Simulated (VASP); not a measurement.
Level of theory: optB86b-vdW, VASP's PBE PAW potentials (set 64) (plane waves; VASP).

A VASP calculation is set up with these files.

### POSCAR
```
KI
3.5111170
  0.0000000000   0.9999998812   0.9999998812
  0.9999998812   0.0000000000   0.9999998812
  0.9999998812   0.9999998812   0.0000000000
K I
1 1
Cartesian
  0.0000000000   0.0000000000   0.0000000000
  0.9999998812   0.9999998812   0.9999998812
```

### KPOINTS
```
k-points along high-symmetry lines
15
Line-mode
Reciprocal
  0.000000   0.000000   0.000000 ! GAMMA
  0.500000   0.000000   0.500000 ! X

  0.500000   0.000000   0.500000 ! X
  0.625000   0.250000   0.625000 ! U

  0.375000   0.375000   0.750000 ! K
  0.000000   0.000000   0.000000 ! GAMMA

  0.000000   0.000000   0.000000 ! GAMMA
  0.500000   0.500000   0.500000 ! L

  0.500000   0.500000   0.500000 ! L
  0.500000   0.250000   0.750000 ! W

  0.500000   0.250000   0.750000 ! W
  0.500000   0.000000   0.500000 ! X
```

### INCAR
```
SYSTEM  =  KI
PREC  =  Accurate; ENCUT  =  520; LREAL  =  F
LASPH  =  T; ICHARG  =  11
EDIFF  =  1E-7; NELM  =  100; ALGO  =  Normal
LMAXMIX  =  4
ISMEAR  =  0; SIGMA  =  0.05
GGA  =  MK; LUSE_VDW  =  T; AGGAC  =  0.0
PARAM1  =  0.1234; PARAM2  =  1.0
LWAVE  =  F; LCHARG  =  F; LORBIT  =  11
```

POTCAR, in this order: K_sv I (PBE.64 set). Program: vasp_std. Read from the step before: CHGCAR.

The run wrote:

OSZICAR:
```
       N       E                     dE             d eps       ncg     rms          rms(c)
DAV:   1     0.972534709833E+02    0.97253E+02   -0.66685E+03  2160   0.113E+03
DAV:   2     0.486092305609E+01   -0.92393E+02   -0.86341E+02  2648   0.248E+02
DAV:   3    -0.825058621793E+00   -0.56860E+01   -0.56575E+01  2788   0.568E+01
DAV:   4    -0.111334615006E+01   -0.28829E+00   -0.28800E+00  3940   0.113E+01
DAV:   5    -0.111481913940E+01   -0.14730E-02   -0.14729E-02  2756   0.876E-01
DAV:   6    -0.111487021344E+01   -0.51074E-04   -0.51073E-04  3252   0.113E-01
DAV:   7    -0.111487090234E+01   -0.68890E-06   -0.68888E-06  3176   0.163E-02
DAV:   8    -0.111487091837E+01   -0.16027E-07   -0.16029E-07  2772   0.216E-03
   1 F= -.11148709E+01 E0= -.11148709E+01  d E =-.246154E-11
```

OUTCAR:
```
 val. band max:       -0.3929632428   @ k =   0.0000   0.0000   0.0000

 cond. band min:       3.5543886100   @ k =   0.0000   0.0000   0.0000



 k-point     1 :       0.0000    0.0000    0.0000
  band No.  band energies     occupation
      1     -28.7826      2.00000
      2     -12.3311      2.00000
      3     -12.3311      2.00000
      4     -12.3311      2.00000
      5     -10.9498      2.00000
      6      -0.3930      2.00000
      7      -0.3930      2.00000
      8      -0.3930      2.00000
      9       3.5544      0.00000
     10       6.0451      0.00000
     11       6.0451      0.00000
     12       6.0451      0.00000

 k-point     2 :       0.0357    0.0000    0.0357
  band No.  band energies     occupation
      1     -28.7825      2.00000
      2     -12.3340      2.00000
      3     -12.3313      2.00000
      4     -12.3313      2.00000
      5     -10.9443      2.00000
      6      -0.4268      2.00000
      7      -0.3991      2.00000
      8      -0.3991      2.00000
      9       3.6018      0.00000
     10       6.0081      0.00000
     11       6.0772      0.00000
     12       6.0772      0.00000

 k-point     3 :       0.0714    0.0000    0.0714
  band No.  band energies     occupation
      1     -28.7824      2.00000
      2     -12.3421      2.00000
      3     -12.3321      2.00000
      4     -12.3321      2.00000
      5     -10.9286      2.00000
      6      -0.5203      2.00000
      7      -0.4170      2.00000
      8      -0.4170      2.00000
      9       3.7353      0.00000
     10       5.9054      0.00000
     11       6.1726      0.00000
     12       6.1726      0.00000

 k-point     4 :       0.1071    0.0000    0.1071
  band No.  band energies     occupation
      1     -28.7822      2.00000
      2     -12.3538      2.00000
      3     -12.3332      2.00000
      4     -12.3332      2.00000
      5     -10.9053      2.00000
      6      -0.6544      2.00000
      7      -0.4450      2.00000
...
```

The density is held fixed in this step, so its total energy and stress have no physical meaning. Unless said otherwise, spin-orbit coupling is left out, though it shifts the bands of the heavy elements here.

The compound is KI in the rock salt structure. It was relaxed first.
